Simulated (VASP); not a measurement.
**WS2 (space group R3m): computed properties**

Level of theory: PBEsol GGA, VASP's PBE PAW potentials (set 64) (plane waves; VASP 6.6.1).

```json
{
 "space_group": "R3m (160)",
 "cell": "a = b = 3.1475 Å, c = 19.5143 Å, α = β = 90.00°, γ = 120.00°",
 "volume_per_atom": "18.60 Å³/atom",
 "band gap (over mesh and band path)": "1.27 eV",
 "smallest direct gap (over mesh and band path)": "1.94 eV",
 "band_edge_character": "indirect, T to Γ-S0 at 0.55",
 "density": "7.38 g/cm³"
}
```

```cif
data_S6W3
_chemical_formula_sum 'W3 S6'
_space_group_name_H-M_alt 'R3m :H'
_space_group_IT_number 160
_space_group_name_Hall 'R 3 -2"'
_cell_length_a 3.14750
_cell_length_b 3.14750
_cell_length_c 19.51430
_cell_angle_alpha 90.000
_cell_angle_beta 90.000
_cell_angle_gamma 120.000
loop_
_atom_site_label
_atom_site_type_symbol
_atom_site_symmetry_multiplicity
_atom_site_Wyckoff_symbol
_atom_site_fract_x
_atom_site_fract_y
_atom_site_fract_z
_atom_site_occupancy
W1 W 3 a 0.00000 0.00000 0.99932 1
S1 S 3 a 0.00000 0.00000 0.58567 1
S2 S 3 a 0.00000 0.00000 0.74630 1
```
(The calculation used a cell of 3 atoms; values per cell refer to that cell.)

Without a dispersion term in the relaxation, distances and binding between the weakly bound layers, chains or molecules are unreliable, and so is what depends on them. Unless said otherwise, spin-orbit coupling is left out, though it shifts the bands of the heavy elements here.

The structure comes from a computed database's WS2 entry (R3m); how it stands against other phases isn't given here. It was relaxed first. Symmetry was kept, so distortions that lower it aren't found.
